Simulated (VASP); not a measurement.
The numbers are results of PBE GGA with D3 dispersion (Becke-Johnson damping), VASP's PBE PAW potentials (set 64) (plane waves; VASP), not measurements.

A VASP calculation is set up with these files.

**INCAR**
```
! general
SYSTEM  = TiO2
PREC    = Accurate
ENCUT   = 520
LREAL   = .False.
LASPH   = .True.   ! aspherical one-centre terms

! electronic loop
EDIFF   = 1E-7   ! SCF stop (eV)
NELM    = 100
ALGO    = Normal   ! blocked Davidson
LMAXMIX = 4   ! l cut-off of mixed one-centre charges

! smearing
ISMEAR  = -5

! functional
GGA     = PE   ! PBE
IVDW    = 12   ! D3, Becke-Johnson

! ions
ISIF    = 2   ! forces and stress, cell fixed

! output
LWAVE   = .False.
LCHARG  = .True.
LORBIT  = 11   ! lm-projected
NEDOS   = 601   ! DOS grid
```

### KPOINTS
```
K-points
0
G
  6 6 8
0 0 0
```

**POSCAR**
```
TiO2
1
    4.6097167779    -0.0000000000     0.0000000000
    0.0000000000     4.6097167779     0.0000000000
    0.0000000000     0.0000000000     2.9587449759
Ti O
2 4
Direct
  0.0000000000   1.0000000000   0.0000000000
  0.5000000000   0.5000000000   0.5000000000
  0.3043115918   0.3043115918   0.0000000000
  0.1956884082   0.8043115918   0.5000000000
  0.6956884082   0.6956884082   0.0000000000
  0.8043115918   0.1956884082   0.5000000000
```

POTCAR, in this order: Ti_sv O (PBE.64 set). Program: vasp_std.

Q: Estimate the energy per atom (σ→0), dispersion energy, band gap (on the k-mesh).

A: 
```yaml
energy per atom (σ→0): -9.190 eV/atom
dispersion_energy: -1.481 eV
band gap (on the k-mesh): 1.83 eV
```

OSZICAR:
```
...
DAV:  10    -0.536605358866E+02   -0.82606E-02   -0.12741E-01  3484   0.278E+00    0.266E-01
DAV:  11    -0.536601785902E+02    0.35730E-03   -0.84454E-03  3728   0.677E-01    0.801E-02
DAV:  12    -0.536602205157E+02   -0.41925E-04   -0.53816E-04  3764   0.196E-01    0.773E-02
DAV:  13    -0.536601570135E+02    0.63502E-04   -0.35647E-04  3764   0.151E-01    0.843E-03
DAV:  14    -0.536601589386E+02   -0.19251E-05   -0.12631E-05  3828   0.283E-02    0.543E-03
DAV:  15    -0.536601591393E+02   -0.20063E-06   -0.18286E-06  3592   0.104E-02    0.137E-03
DAV:  16    -0.536601591298E+02    0.94469E-08   -0.22247E-07  2492   0.400E-03
   1 F= -.55141207E+02 E0= -.55141207E+02  d E =0.000000E+00
```

The structure comes from a measured TiO2 entry (P4_2/mnm) of the Crystallography Open Database, whose conditions weren't checked. It was relaxed first.
